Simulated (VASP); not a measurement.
The system is Ag.

```
CELL_PARAMETERS angstrom
0.00000 2.04275 2.04275
2.04275 0.00000 2.04275
2.04275 2.04275 0.00000
ATOMIC_POSITIONS crystal
Ag 0.00000 0.00000 0.00000
```

* Program: VASP 6.6.1
* Task: relaxation of cell and atoms
* Functional: PBE
* Potentials or basis: VASP PAW PBE potentials, release 64 (Ag)
* Cutoff: 600 eV
* k mesh: 16 × 16 × 16
* Occupations: methfessel-paxton, width 0.1 eV
* Spin: no spin polarisation

At the start: pressure 4.5 GPa; volume 17.05 Å³/atom.

Problem. Where does the relaxation end?

Solution. Over 3 steps the energy falls by 10.3 meV/atom and the volume is 17.81 Å³/atom (+4.5 %); space group Fm-3m (No. 225, to 0.05 Å).

The path:
| step | energy change (eV) | largest force (eV/Å) | pressure (GPa) | volume (Å³) |
| --- | --- | --- | --- | --- |
| 1 | 0.0000 | 0.0000 | 4.53 | 17.05 |
| 2 | -0.0072 | 0.0000 | -2.08 | 18.27 |
| 3 | -0.0103 | 0.0000 | 0.02 | 17.81 |

Final structure:
```
CELL_PARAMETERS angstrom
0.00000 2.07287 2.07287
2.07287 0.00000 2.07287
2.07287 2.07287 0.00000
ATOMIC_POSITIONS crystal
Ag 0.00000 0.00000 0.00000
```
